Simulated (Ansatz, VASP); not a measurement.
# Cross-check of KTaO3 between VASP and Ansatz, part 2 of 3

One calculation is typed for both programs; each brings its own data sets. How far apart do they land? The cell is taken from a series of runs on this material, whose earlier steps may have relaxed, scaled, displaced or heated it; both programs get it as it stands.

VASP 6.6.1 and Ansatz 0.2.0.

So far: Starting point; Ansatz: zone-centre phonons, LDA.

### Step 3. VASP: zone-centre phonons, LDA

Level of this step: LDA; plane waves and PAW (O, K_sv, Ta_pv) (VASP).

The same cell, functional (in two slightly different forms) and mesh now go to VASP, with its own data sets.

Lines of VASP's logs that name or quote its potential files are left out, and so is its time.

INCAR reads:

```
SYSTEM = KTaO3
PREC = Accurate
ENCUT = 600
EDIFF = 1E-08
NELM = 120
ISMEAR = 0
SIGMA = 0.01
LREAL = .FALSE.
ALGO = Normal
GGA = CA
NBANDS = 25
LASPH = .TRUE.
LORBIT = 11
LWAVE = .FALSE.
LCHARG = .FALSE.
ISIF = 2
IBRION = 8
LEPSILON = .TRUE.
GGA_COMPAT = .FALSE.
EFERMI = MIDGAP
KPAR = 2
```

POSCAR reads:

```
KTaO3
1.0
    4.0033539001      0.0000000000      0.0000000000
    0.0000000000      4.0033539001      0.0000000000
    0.0000000000      0.0000000000      4.0033539001
O K Ta
3 1 1
Direct
    0.5000000000      0.0000000000      0.0000000000
    0.0000000000      0.5000000000      0.0000000000
    0.0000000000      0.0000000000      0.5000000000
    0.5000000000      0.5000000000      0.5000000000
    0.0000000000      0.0000000000      0.0000000000
```

KPOINTS reads:

```
Automatic mesh
0
Gamma
8 8 8
0 0 0
```

The projector-augmented-wave data sets are O, K_sv and Ta_pv (LDA family, release 64).

Command:

```bash
mpirun -np 2 vasp_std
```

Log:

```text
[banner, memory and clock lines left out]
running    2 mpi-ranks, on    1 nodes
 distrk:  each k-point on    1 cores,    2 groups
 distr:  one band on    1 cores,    1 groups

 POSCAR found type information on POSCAR O K Ta
 POSCAR found :  3 types and       5 ions
 LDA part: xc-table for (Slater(with rela. corr.)+CA(PZ))
 , standard interpolation
 POSCAR, INCAR and KPOINTS ok, starting setup
 FFT: planning ... GRIDC
 FFT: planning ... GRID_SOFT
 FFT: planning ... GRID
 WAVECAR not read
 entering main loop
       N       E                     dE             d eps       ncg     rms          rms(c)
DAV:   1     0.358657206551E+03    0.35866E+03   -0.22514E+04  1750   0.170E+03
DAV:   2    -0.305960086956E+02   -0.38925E+03   -0.37776E+03  2041   0.465E+02
DAV:   3    -0.525007975187E+02   -0.21905E+02   -0.21820E+02  2383   0.106E+02
DAV:   4    -0.533738118884E+02   -0.87301E+00   -0.87193E+00  3009   0.143E+01
DAV:   5    -0.533785903678E+02   -0.47785E-02   -0.47779E-02  2367   0.103E+00    0.331E+01
DAV:   6    -0.453871643960E+02    0.79914E+01   -0.39503E+01  2379   0.420E+01    0.132E+01
DAV:   7    -0.451372643530E+02    0.24990E+00   -0.25318E+00  2233   0.987E+00    0.888E+00
DAV:   8    -0.450413351344E+02    0.95929E-01   -0.43337E-01  2309   0.550E+00    0.211E+00
DAV:   9    -0.450275379415E+02    0.13797E-01   -0.32735E-02  2279   0.146E+00    0.308E-01
DAV:  10    -0.450258485479E+02    0.16894E-02   -0.13048E-02  2398   0.752E-01    0.951E-02
DAV:  11    -0.450257821193E+02    0.66429E-04   -0.13983E-03  2354   0.227E-01    0.303E-02
DAV:  12    -0.450257782016E+02    0.39178E-05   -0.44341E-05  2447   0.536E-02    0.689E-03
DAV:  13    -0.450257779252E+02    0.27639E-06   -0.31848E-06  2401   0.130E-02    0.270E-03
DAV:  14    -0.450257778931E+02    0.32035E-07   -0.34818E-07  2666   0.382E-03    0.134E-03
DAV:  15    -0.450257778965E+02   -0.33110E-08   -0.14184E-08  1787   0.855E-04
   1 F= -.45025778E+02 E0= -.45025778E+02  d E =0.000000E+00
 Linear response reoptimize wavefunctions to high precision
DAV:   1    -0.450257778940E+02    0.24415E-08   -0.16732E-08  2338   0.783E-04
DAV:   2    -0.450257778940E+02   -0.31832E-10   -0.51975E-10  1491   0.167E-04
 Linear response G [H, r] |phi>, progress :
  Direction:   1
       N       E                     dE             d eps       ncg     rms
RMM:   1    -0.134661173864E+03   -0.13466E+03    0.69308E+02  2998   0.196E+02
RMM:   2    -0.129024103323E+03    0.56371E+01   -0.29856E+01  2959   0.348E+01
RMM:   3    -0.129438147043E+03   -0.41404E+00   -0.35042E+00  3497   0.743E+00
RMM:   4    -0.129537852244E+03   -0.99705E-01   -0.61172E-01  3841   0.243E+00
RMM:   5    -0.129561752364E+03   -0.23900E-01   -0.14684E-01  4021   0.108E+00
RMM:   6    -0.129569708556E+03   -0.79562E-02   -0.46731E-02  4136   0.541E-01
RMM:   7    -0.129571959141E+03   -0.22506E-02    0.10759E-01  4268   0.300E-01
RMM:   8    -0.129572177353E+03   -0.21821E-03    0.17925E-01  4342   0.178E-01
RMM:   9    -0.129573403190E+03   -0.12258E-02    0.24701E-02  4336   0.115E-01
RMM:  10    -0.129573254720E+03    0.14847E-03   -0.11129E-01  4252   0.792E-02
RMM:  11    -0.129573224147E+03    0.30573E-04    0.56239E-03  4172   0.569E-02
RMM:  12    -0.129573184388E+03    0.39759E-04   -0.36129E-02  4118   0.434E-02
RMM:  13    -0.129573191083E+03   -0.66947E-05    0.86140E-03  4090   0.347E-02
RMM:  14    -0.129573130400E+03    0.60683E-04   -0.14115E-02  4088   0.296E-02
RMM:  15    -0.129573212808E+03   -0.82408E-04    0.45872E-03  4068   0.264E-02
RMM:  16    -0.129573154942E+03    0.57866E-04   -0.27419E-03  4084   0.245E-02
RMM:  17    -0.129573177325E+03   -0.22383E-04    0.36063E-03  4059   0.233E-02
RMM:  18    -0.129573169375E+03    0.79502E-05   -0.43544E-03  4087   0.226E-02
RMM:  19    -0.129573163962E+03    0.54130E-05    0.21747E-03  4101   0.222E-02
RMM:  20    -0.129573166740E+03   -0.27783E-05   -0.27323E-03  4137   0.219E-02
 Linear response G [H, r] |phi>, progress :
  Direction:   2
       N       E                     dE             d eps       ncg     rms
RMM:   1    -0.147350938472E+03   -0.14735E+03    0.53492E+02  2938   0.195E+02
RMM:   2    -0.148090810800E+03   -0.73987E+00   -0.32791E+01  2842   0.372E+01
RMM:   3    -0.148536139574E+03   -0.44533E+00   -0.40219E+00  3552   0.856E+00
RMM:   4    -0.148698158447E+03   -0.16202E+00   -0.77374E-01  3917   0.287E+00
RMM:   5    -0.148737937013E+03   -0.39779E-01   -0.19011E-01  4088   0.129E+00
RMM:   6    -0.148748176800E+03   -0.10240E-01   -0.54121E-02  4169   0.640E-01
RMM:   7    -0.148751809113E+03   -0.36323E-02    0.51857E-02  4257   0.354E-01
RMM:   8    -0.148751972704E+03   -0.16359E-03    0.58567E-02  4364   0.206E-01
RMM:   9    -0.148752537621E+03   -0.56492E-03    0.10147E-02  4349   0.134E-01
RMM:  10    -0.148752930821E+03   -0.39320E-03   -0.88516E-03  4315   0.917E-02
RMM:  11    -0.148752618147E+03    0.31267E-03    0.11035E-02  4222   0.680E-02
[...]
RMM:  16    -0.850503314920E+00   -0.17842E-05   -0.62365E-07  7971   0.197E-03    0.126E-03
RMM:  17    -0.850503555245E+00   -0.24032E-06   -0.87709E-07  7799   0.171E-03    0.118E-03
RMM:  18    -0.850503166862E+00    0.38838E-06   -0.12786E-06  7735   0.159E-03    0.104E-03
RMM:  19    -0.850502931305E+00    0.23556E-06   -0.13629E-06  7944   0.153E-03    0.835E-04
[...]
RMM:  15    -0.372256872649E+00    0.25834E-08   -0.14244E-08  8663   0.511E-04    0.385E-06
 first order change of Fermi-energy  -0.81678E-04
 force on displaced ion       1 direction 1 : -10.154  -0.000  -0.000
 Born effective charge ion    1 direction 1 :  -6.609   0.000   0.000
 Linear response progress:
  Degree of freedom:   2/  4
       N       E                     dE             d eps       ncg     rms          rms(c)
RMM:   1    -0.364891753947E+00   -0.36489E+00    0.23526E-01 12109   0.264E+00
RMM:   2    -0.360401703696E+00    0.44901E-02   -0.95819E-03 10505   0.441E-01    0.110E-01
RMM:   3    -0.361558597585E+00   -0.11569E-02   -0.16192E-03 10450   0.148E-01    0.549E-02
RMM:   4    -0.362965101292E+00   -0.14065E-02   -0.53344E-04 10445   0.103E-01    0.140E-02
RMM:   5    -0.363007837514E+00   -0.42736E-04   -0.67262E-05 12147   0.301E-02    0.355E-03
RMM:   6    -0.363019049118E+00   -0.11212E-04   -0.12034E-05 13674   0.101E-02    0.223E-03
RMM:   7    -0.363013465135E+00    0.55840E-05   -0.30045E-06 12974   0.497E-03    0.531E-04
RMM:   8    -0.363017982029E+00   -0.45169E-05   -0.11820E-06 14202   0.250E-03    0.277E-04
RMM:   9    -0.363018167183E+00   -0.18515E-06   -0.89072E-07 14157   0.148E-03    0.149E-04
RMM:  10    -0.363017895099E+00    0.27208E-06   -0.10999E-06 14578   0.103E-03    0.721E-05
RMM:  11    -0.363017699250E+00    0.19585E-06   -0.38634E-07 14635   0.814E-04    0.470E-05
RMM:  12    -0.363017785064E+00   -0.85814E-07   -0.79958E-07 14758   0.693E-04    0.189E-05
RMM:  13    -0.363017771113E+00    0.13951E-07   -0.14547E-07 14770   0.621E-04    0.110E-05
RMM:  14    -0.363017836610E+00   -0.65497E-07   -0.36276E-07 14782   0.578E-04    0.398E-06
RMM:  15    -0.363017824413E+00    0.12197E-07   -0.13269E-07 14637   0.547E-04    0.479E-06
RMM:  16    -0.363017835418E+00   -0.11005E-07   -0.37481E-07 14415   0.531E-04    0.368E-06
RMM:  17    -0.363017851815E+00   -0.16397E-07    0.40586E-09 14572   0.518E-04    0.234E-06
RMM:  18    -0.363017844588E+00    0.72269E-08   -0.18248E-07 14208   0.511E-04    0.273E-06
RMM:  19    -0.363017848122E+00   -0.35339E-08   -0.77254E-09 14068   0.505E-04    0.198E-06
 first order change of Fermi-energy   0.16186E-03
 force on displaced ion       1 direction 2 :   0.000  -4.661   0.000
 Born effective charge ion    1 direction 2 :   0.000  -1.686   0.000
 Linear response progress:
  Degree of freedom:   3/  4
       N       E                     dE             d eps       ncg     rms          rms(c)
RMM:   1    -0.305989310105E+00   -0.30599E+00    0.17983E-01  6306   0.283E+00
RMM:   2    -0.306524264676E+00   -0.53495E-03   -0.40446E-02  6575   0.742E-01    0.507E-02
RMM:   3    -0.307411208523E+00   -0.88694E-03   -0.71317E-03  7102   0.254E-01    0.264E-02
RMM:   4    -0.307718309071E+00   -0.30710E-03   -0.12031E-03  7786   0.794E-02    0.263E-02
RMM:   5    -0.307729515427E+00   -0.11206E-04   -0.30587E-04  7713   0.389E-02    0.159E-02
RMM:   6    -0.307710276554E+00    0.19239E-04   -0.64489E-05  7789   0.215E-02    0.160E-03
RMM:   7    -0.307722199642E+00   -0.11923E-04   -0.22199E-05  7979   0.102E-02    0.150E-03
RMM:   8    -0.307720292727E+00    0.19069E-05   -0.94624E-06  8318   0.509E-03    0.104E-03
RMM:   9    -0.307717617169E+00    0.26756E-05   -0.97999E-06  8156   0.289E-03    0.101E-03
RMM:  10    -0.307715782518E+00    0.18347E-05   -0.35996E-06  8341   0.183E-03    0.812E-04
RMM:  11    -0.307706144245E+00    0.96383E-05   -0.57992E-07  7808   0.148E-03    0.988E-04
RMM:  12    -0.307709800436E+00   -0.36562E-05    0.11976E-07  7899   0.102E-03    0.162E-04
RMM:  13    -0.307709934875E+00   -0.13444E-06   -0.18235E-08  8492   0.790E-04    0.766E-05
RMM:  14    -0.307709786592E+00    0.14828E-06   -0.10326E-06  8796   0.674E-04    0.711E-05
RMM:  15    -0.307709780034E+00    0.65577E-08   -0.30447E-09  8665   0.614E-04    0.574E-05
 first order change of Fermi-energy  -0.16730E-03
 force on displaced ion       4 direction 1 :  -3.458   0.000   0.000
 Born effective charge ion    4 direction 1 :   1.148   0.000   0.000
 Linear response progress:
  Degree of freedom:   4/  4
       N       E                     dE             d eps       ncg     rms          rms(c)
RMM:   1    -0.188852575691E+00   -0.18885E+00    0.77623E+00  4504   0.159E+01
RMM:   2    -0.212211829125E+00   -0.23359E-01   -0.34045E-02  5849   0.114E+00    0.149E-01
RMM:   3    -0.210964608874E+00    0.12472E-02   -0.15161E-03  6434   0.190E-01    0.788E-02
RMM:   4    -0.210075658180E+00    0.88895E-03   -0.27492E-04  7060   0.865E-02    0.271E-02
RMM:   5    -0.209841631845E+00    0.23403E-03   -0.32812E-05  7569   0.261E-02    0.553E-03
RMM:   6    -0.209814048728E+00    0.27583E-04   -0.89101E-06  8027   0.861E-03    0.212E-03
RMM:   7    -0.209810790656E+00    0.32581E-05   -0.32176E-06  7780   0.374E-03    0.779E-04
RMM:   8    -0.209810692858E+00    0.97797E-07   -0.20449E-06  8202   0.199E-03    0.329E-04
RMM:   9    -0.209811301365E+00   -0.60851E-06   -0.86850E-07  8360   0.128E-03    0.878E-05
RMM:  10    -0.209811531485E+00   -0.23012E-06    0.36712E-08  8529   0.912E-04    0.440E-05
RMM:  11    -0.209811642491E+00   -0.11101E-06    0.97766E-07  8629   0.726E-04    0.196E-05
RMM:  12    -0.209811665637E+00   -0.23146E-07   -0.61924E-07  8875   0.593E-04    0.162E-05
RMM:  13    -0.209811679968E+00   -0.14331E-07   -0.31312E-07  8833   0.510E-04    0.765E-06
RMM:  14    -0.209811698279E+00   -0.18311E-07   -0.55979E-08  8954   0.463E-04    0.523E-06
[...]
RMM:  21    -0.209811769525E+00   -0.31622E-08   -0.24833E-07  8893   0.362E-04    0.139E-06
RMM:  22    -0.209811764494E+00    0.50307E-08   -0.20034E-07  8943   0.360E-04    0.997E-07
RMM:  23    -0.209811765589E+00   -0.10950E-08   -0.19425E-07  8998   0.358E-04    0.184E-06
RMM:  24    -0.209811764459E+00    0.11309E-08   -0.20217E-07  8948   0.356E-04    0.158E-06
RMM:  25    -0.209811765548E+00   -0.10894E-08   -0.27637E-07  9036   0.354E-04    0.209E-06
RMM:  26    -0.209811762482E+00    0.30663E-08   -0.17407E-07  9089   0.353E-04    0.219E-06
RMM:  27    -0.209811763674E+00   -0.11927E-08   -0.20943E-07  9022   0.353E-04    0.223E-06
RMM:  28    -0.209811763404E+00    0.26996E-09   -0.18247E-07  9019   0.352E-04    0.211E-06
 first order change of Fermi-energy   0.18877E-03
 force on displaced ion       5 direction 1 :  -1.421   0.000  -0.000
 Born effective charge ion    5 direction 1 :   8.832   0.000   0.000
 Born effective charges drift removed
 Linear response finished
```

(Continued in part 3 of 3.)

[Lines on the potential files, build, host, timing and source positions are cut from VASP's logs without a mark.]

[Logs are printed without paths, hosts, clocks, repeated set-up lines and the standing remarks that a program may print on its own settings, such as how far it seeks lower states.]

[Hosts, paths, dates, database ids (printed as entryN), source tags and the programs' standing remarks are cut or masked in the printed files.]
